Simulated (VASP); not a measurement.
A convergence study with VASP on Mo (bcc): one setting is varied, all else stays as given below, so the limit is that of these other settings. The cell's lengths are 1 % over those of the tabulated start, so it is off equilibrium.

```
Mo
1.0
   -1.59075     1.59075     1.59075
    1.59075    -1.59075     1.59075
    1.59075     1.59075    -1.59075
Mo
1
Direct
  0.00000   0.00000   0.00000
```

All values below come from LDA (Ceperley-Alder, Perdew-Zunger), VASP's LDA PAW potentials (set 64) (plane waves; VASP). The tightest run used: 1000 eV cut-off, 18×18×18 Γ-centred mesh, first-order Methfessel-Paxton smearing of 0.10 eV, potentials Mo_sv.

Question: The settings run are ENCUT = 150; ENCUT = 250; ENCUT = 350; ENCUT = 450; ENCUT = 550; ENCUT = 600; ENCUT = 650; ENCUT = 700; ENCUT = 750; ENCUT = 800; ENCUT = 850; ENCUT = 1000. From which on does the energy per atom stay within 0.005 eV/atom of the tightest run?

Answer: From ENCUT = 250 on: it is off by 0.0018 there and by no more than 0.005 in any finer run, while ENCUT = 150 is off by 3.3025.
```
setting       E (eV/atom)  pressure (GPa)  plane waves  difference judged (eV/atom)
------------  -----------  --------------  -----------  ---------------------------
ENCUT = 150       -8.7748         -493.22           79                       3.3025
ENCUT = 250      -12.0754          -20.30          152                       0.0018
ENCUT = 350      -12.0772          -17.39          250                       0.0001
ENCUT = 450      -12.0777          -16.27          370                       0.0004
ENCUT = 550      -12.0777          -16.17          490                       0.0004
ENCUT = 600      -12.0778          -16.18          559                       0.0005
ENCUT = 650      -12.0777          -16.14          623                       0.0004
ENCUT = 700      -12.0777          -16.11          690                       0.0004
ENCUT = 750      -12.0777          -16.08          767                       0.0004
ENCUT = 800      -12.0777          -16.08          856                       0.0005
ENCUT = 850      -12.0777          -16.08          937                       0.0004
ENCUT = 1000     -12.0773          -16.08         1171                       0.0000
```

Left out are rungs that failed or repeat a setting and relaxations that didn't move; long series are thinned to 24 rows.

The compound is Mo in the bcc structure. The cell was not relaxed at this level.
